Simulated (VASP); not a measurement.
Input:

```
Pd
1.0
    0.00000     1.98124     1.98124
    1.98124     0.00000     1.98124
    1.98124     1.98124     0.00000
Pd
1
Direct
  0.00000   0.00000   0.00000
```

The numbers are results of PBE GGA with D3 dispersion (zero damping), VASP's PBE PAW potentials (set 64) (plane waves; VASP 6.6.1), not measurements. Numerical set-up: 520 eV cut-off, 16×16×16 Γ-centred mesh, first-order Methfessel-Paxton smearing of 0.10 eV, potentials Pd.

Problem. Give the stress tensor in GPa (positive for a compressed cell).

Solution. 
```
-9.73   0.00   0.00
 0.00  -9.73   0.00
 0.00   0.00  -9.73
```
The pressure is its mean diagonal, -9.73 GPa.

The compound is Pd in the fcc structure. This cell is one point of a volume scan, at 1.06 of the reference volume.
